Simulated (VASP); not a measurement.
Output of a VASP run:

### OSZICAR
```
       N       E                     dE             d eps       ncg     rms          rms(c)
DAV:   1     0.259273277748E+03    0.25927E+03   -0.15980E+04  1968   0.118E+03
DAV:   2    -0.279535008701E+02   -0.28723E+03   -0.28299E+03  1944   0.381E+02
DAV:   3    -0.391488743722E+02   -0.11195E+02   -0.10964E+02  2324   0.708E+01
DAV:   4    -0.393265109217E+02   -0.17764E+00   -0.17744E+00  2080   0.932E+00
DAV:   5    -0.393296063341E+02   -0.30954E-02   -0.30949E-02  2228   0.121E+00    0.293E+01
DAV:   6    -0.370723141360E+02    0.22573E+01   -0.11472E+01  2088   0.210E+01    0.790E+00
DAV:   7    -0.370124219399E+02    0.59892E-01   -0.24593E-01  2242   0.318E+00    0.341E+00
DAV:   8    -0.369893103764E+02    0.23112E-01   -0.29910E-02  1946   0.102E+00    0.382E-01
DAV:   9    -0.369893839926E+02   -0.73616E-04   -0.90640E-04  2260   0.198E-01    0.171E-01
DAV:  10    -0.369893820883E+02    0.19043E-05   -0.19587E-04  2006   0.122E-01    0.379E-02
DAV:  11    -0.369893753272E+02    0.67611E-05   -0.71505E-06  2268   0.206E-02    0.777E-03
DAV:  12    -0.369893736930E+02    0.16342E-05   -0.69936E-07  1336   0.758E-03    0.129E-03
DAV:  13    -0.369893736522E+02    0.40834E-07   -0.78798E-08  1252   0.218E-03
   1 F= -.36989374E+02 E0= -.36987510E+02  d E =-.372749E-02
```

**OUTCAR**
```
------------------------ aborting loop because EDIFF is reached ----------------------------------------
  FORCE on cell =-STRESS in cart. coord.  units (eV):
  Direction    XX          YY          ZZ          XY          YZ          ZX
  --------------------------------------------------------------------------------------
  Total       -2.4257243     -2.4257243     -4.6341929      0.0000000      0.0000000      0.0000000
  in kB      -61.0157533    -61.0157533   -116.5667378      0.0000000      0.0000000      0.0000000
  external PRESSURE =     -79.5327481 kB  Pullay stress =       0.0000000 kB
  volume of cell :       63.70
      direct lattice vectors                 reciprocal lattice vectors
    -1.675491000  1.675491000  5.672387000     0.000000000  0.298419986  0.088146313
     1.675491000 -1.675491000  5.672387000     0.298419986  0.000000000  0.088146313
     1.675491000  1.675491000 -5.672387000     0.298419986  0.298419986  0.000000000
 POSITION                                       TOTAL-FORCE (eV/Angst)
 -----------------------------------------------------------------------------------
      0.00000      0.00000      8.50858        -0.000000      0.000000     -0.394135
      0.00000      1.67549      0.00000         0.000000     -0.000000     -0.394135
      0.00000      0.00000      1.88323         0.000000      0.000000      0.394135
      0.00000      1.67549      4.71943        -0.000000     -0.000000      0.394135
 -----------------------------------------------------------------------------------
    total drift:                               -0.000000     -0.000000     -0.000064
  FREE ENERGIE OF THE ION-ELECTRON SYSTEM (eV)
  ---------------------------------------------------
  free  energy   TOTEN  =       -36.9893736522 eV

  energy  without entropy=      -36.9856461627  energy(sigma->0) =      -36.98750991
```
(Selected blocks of OUTCAR.)

**POSCAR**
```
SiW
1
   -1.6754910000     1.6754910000     5.6723870000
    1.6754910000    -1.6754910000     5.6723870000
    1.6754910000     1.6754910000    -5.6723870000
W Si
2 2
Direct
  0.7500000000   0.7500000000   0.0000000000
  0.5000000000   0.0000000000   0.5000000000
  0.1660000000   0.1660000000   0.0000000000
  0.9160000000   0.4160000000   0.5000000000
```

### Question
Reconstruct the remaining input files.

### Answer
Several could match; the one computed here: the input of the run itself, PBE GGA, plane waves, VASP's PBE PAW potentials (set 64).

INCAR:
```
# general
SYSTEM  = SiW
PREC    = Accurate
ENCUT   = 300   # plane-wave cut-off (eV)
LREAL   = .FALSE.   # projection in real space or not
LASPH   = .TRUE.   # aspherical one-centre terms

# electronic loop
EDIFF   = 1E-6   # SCF stop (eV)
NELM    = 100
ALGO    = Normal   # blocked Davidson
LMAXMIX = 6   # l cut-off of mixed one-centre charges

# smearing
ISMEAR  = 0   # Gaussian
SIGMA   = 0.1

# functional
GGA     = PE

# ions
ISIF    = 2   # forces and stress, cell fixed

# output
LWAVE   = .FALSE.
LCHARG  = .FALSE.
```

KPOINTS:
```
Automatic mesh
0
Gamma
7 7 7
0 0 0
```

POTCAR, in this order: W_sv Si (PBE.64 set). Program: vasp_std.

At this cut-off the stress carries a Pulay error, which pulls relaxed volumes low.

The structure was generated: SiW was put into an ordered model structure, which need not be its known phase. The cell was not relaxed at this level. The k-mesh is coarse (spacing up to 0.38 per Å, 2π included), so the numbers may not be converged in it.
